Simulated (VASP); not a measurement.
Here is the system:

```yaml
crystal:
  lattice:
    - [2.95291, 0.00000, 0.00000]
    - [0.00000, 2.95291, 0.00000]
    - [0.00000, 0.00000, 2.95291]
  atoms:
    - { symbol: Cr, position: [0.00000, 0.00000, 0.00000], spin: 2.7 }
    - { symbol: Cr, position: [0.50000, 0.50000, 0.50000], spin: -2.7 }
```

Method: r2SCAN+rVV10, VASP's PBE PAW potentials (set 64) (plane waves; VASP). Numerical set-up: 520 eV cut-off, 14×14×14 Γ-centred mesh, tetrahedra with Blöchl corrections, potentials Cr_pv.

**Question.** Estimate the cell moment, energy per atom (σ→0), band gap (over mesh and band path) with the smallest direct gap where there is one.

**Answer.** 
The band gap (over mesh and band path) comes out as none (metal, semimetal or under 0.01 eV) and the cell moment comes out as 0.00 μB. The energy per atom (σ→0) comes out as -14.800 eV/atom.

**Question.** Give the moment on each site (PAW-sphere projection).

**Answer.** 
```
site  moment (μB)
----  -----------
Cr1          2.65
Cr2         -2.65
```

Only differences to runs with the same potentials and settings are physical.

The compound is Cr in the bcc, AFM order structure. It was relaxed first, which changed the volume by +8 %.
